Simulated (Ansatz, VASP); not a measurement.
PtCl4 in VASP and in Ansatz

```
Pt Cl
1.0
     4.99830    0.00000    0.00000
     0.00000    4.99830    0.00000
     0.00000    0.00000    4.99830
Pt Cl
1 4
Direct
  0.50000 0.50000 0.50000
  0.00000 0.00000 0.00000
  0.50000 0.00000 0.00000
  0.00000 0.50000 0.00000
  0.00000 0.00000 0.50000
```

Alike in both runs: task relaxation of cell and atoms; functional PBE; k mesh 8 × 8 × 8; occupations gaussian, width 0.1 eV; no spin polarisation.

```csv
,VASP,Ansatz
version,VASP 6.6.1,Ansatz 0.2.0
potentials or method,"VASP PAW PBE potentials, release 64 (Pt, Cl)","scalar-relativistic, plane waves, PAW"
plane-wave cutoff (eV),600,420
valence electrons in the cell,38,46
```

VASP gave:

```
gap on the k mesh at the Fermi level, each at its own relaxed structure (eV) : none
relaxed volume (Å³/atom)                                                     : 24.57
relaxed cell length with the largest relative difference (Å)                 : 4.971
```

Problem. Estimate Ansatz's values.

Solution. gap on the k mesh at the Fermi level, each at its own relaxed structure (eV): none; relaxed volume (Å³/atom): 24.60; relaxed cell length with the largest relative difference (Å): 4.973.

A gap of «none» marks a metal or a gap that the smearing closes. The two sets of potentials don't hold the same shells in valence.

Spin-orbit coupling is left out, which matters for the levels of Pt.
